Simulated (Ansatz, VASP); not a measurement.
# Two plane-wave programs on NaMg2Si2

```xyz
5
Lattice="3.8036 0.0000 0.0000 0.0000 3.8036 0.0000 0.0000 0.0000 9.8257" Properties=species:S:1:pos:R:3 pbc="T T T"
Na    0.0000    0.0000    4.9129
Mg    0.0000    0.0000    8.2853
Mg    0.0000    0.0000    1.5405
Si    1.9018    1.9018    8.6524
Si    1.9018    1.9018    1.1733
```

Alike in both runs: functional PBE; k mesh 10 × 10 × 4; occupations gaussian, width 0.1 eV; no spin polarisation.

Ansatz relaxed the structure, and its values are those at the end. VASP's run is a single point on that final structure, the one shown.

|  | VASP | Ansatz |
| --- | --- | --- |
| version | VASP 6.6.1 | Ansatz 0.2.0 |
| potentials or method | VASP PAW PBE potentials, release 64 (Na_pv, Mg, Si) | scalar-relativistic, plane waves, PAW |
| plane-wave cutoff (eV) | 520 | 420 |
| valence electrons in the cell | 19 | 37 |

```tsv
	VASP	Ansatz	Ansatz less VASP
gap on the k mesh at the Fermi level (eV)	none	none	-
pressure (GPa)	-0.1	0.0	+0.05
```

A gap of «none» marks a metal or a gap that the smearing closes. The functional is the same, so the differences come from potentials, cutoffs and numerics. The two sets of potentials don't hold the same shells in valence.
